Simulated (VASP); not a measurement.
SnSe2:

```
CELL_PARAMETERS angstrom
3.81927 0.00000 0.00000
-1.90963 3.30758 0.00000
0.00000 0.00000 6.15332
ATOMIC_POSITIONS crystal
Sn 0.00000 0.00000 0.00000
Se 0.66667 0.33333 0.74189
Se 0.33333 0.66667 0.25811
```

The cell is a database's computed one.

Program: VASP 6.6.1. Alike in all runs: task band structure; potentials or basis VASP PAW PBE potentials, release 64 (Sn_d, Se); no spin polarisation; cell as given; k mesh 9 × 9 × 4; cutoff (eV) 520; smearing gaussian 0.02 eV.

Q: Order these runs on this cell by their band gap on the k mesh, lowest first.
A. level TB-mBJ
B. level r2SCAN
C. level PBEsol

A: C (0.60 eV), B (0.95 eV), A (1.22 eV).

Caveats: spin-orbit coupling is left out, which moves the levels of the heavy elements; the mesh misses the band edges, which the band path finds closer together (some runs).

Not every run made on this cell is shown here.
